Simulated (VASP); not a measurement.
Given:

```yaml
crystal:
  lattice:
    - [0.00000, 2.44987, 2.44987]
    - [2.44987, 0.00000, 2.44987]
    - [2.44987, 2.44987, 0.00000]
  atoms:
    - { symbol: Y, position: [0.00000, 0.00000, 0.00000] }
    - { symbol: N, position: [0.50000, 0.50000, 0.50000] }
```

These are TPSS meta-GGA, VASP's PBE PAW potentials (set 64) (plane waves; VASP) values and carry that method's errors. Run with 520 eV cut-off, 10×10×10 Γ-centred mesh, tetrahedra with Blöchl corrections, potentials Y_sv N.

Problem. What does the run give for the energy per atom (σ→0), band gap (over mesh and band path) with the smallest direct gap where there is one?

Solution. 
The band gap (over mesh and band path) is 0.20 eV. The smallest direct gap (over mesh and band path) is 0.60 eV. The energy per atom (σ→0) comes out as -14.492 eV/atom.

The compound is YN in the rock salt structure. It was relaxed first.
